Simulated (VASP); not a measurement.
These are r2SCAN meta-GGA, VASP's PBE PAW potentials (set 64) (plane waves; VASP 6.6.1) values and carry that method's errors.

VASP ran on this input.

INCAR:
```
ALGO  =  Normal
EDIFF  =  1E-7
ENCUT  =  480
ISIF  =  2
ISMEAR  =  0
LASPH  =  .True.
LCHARG  =  .False.
LMIXTAU  =  .True.
LREAL  =  .False.
LWAVE  =  .False.
METAGGA  =  R2SCAN
NELM  =  100
PREC  =  Accurate
SIGMA  =  0.05
SYSTEM  =  NaCl
```

### KPOINTS
```
Automatic
0
gamma
8 8 8
```

File POSCAR:
```
NaCl
1.0
  0.0000000000   2.7909203104   2.7909203104
  2.7909203104   0.0000000000   2.7909203104
  2.7909203104   2.7909203104   0.0000000000
Na Cl
1 1
Cartesian
  0.0000000000   0.0000000000   0.0000000000
  2.7909203104   2.7909203104   2.7909203104
```

POTCAR, in this order: Na_pv Cl (PBE.64 set). Program: vasp_std.

Question: What will the output report for the number of irreducible k-points (NKPTS), number of bands (NBANDS), largest plane-wave count, number of space-group operations, FFT grid (NGX, NGY, NGZ)?

Answer: 
```
Property                                       Value
--------------------------------------  ------------
number of irreducible k-points (NKPTS)            29
number of bands (NBANDS)                          11
largest plane-wave count                        1056
number of space-group operations                  48
FFT grid (NGX, NGY, NGZ)                28 × 28 × 28
```

The compound is NaCl in the rock salt structure. It was relaxed first.
